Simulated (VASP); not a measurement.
```
CSi
1.0
    0.00000     2.18229     2.18229
    2.18229     0.00000     2.18229
    2.18229     2.18229     0.00000
Si C
1 1
Direct
  0.00000   0.00000   0.00000
  0.25000   0.25000   0.25000
```

These are TPSS meta-GGA, VASP's PBE PAW potentials (set 64) (plane waves; VASP 6.6.1) values and carry that method's errors. Run with 520 eV cut-off, 12×12×12 Γ-centred mesh, tetrahedra with Blöchl corrections, potentials Si C.

**Question.** Estimate the energy per atom (σ→0), band gap (over mesh and band path) with the smallest direct gap where there is one.

**Answer.** 
```yaml
band gap (over mesh and band path): 1.31 eV
smallest direct gap (over mesh and band path): 4.49 eV
energy per atom (σ→0): -1013.6 kJ/mol of atoms
```

The absolute energy has meaning only against runs of the same code, potentials and settings.

The compound is SiC in the zinc blende structure. It was relaxed first.
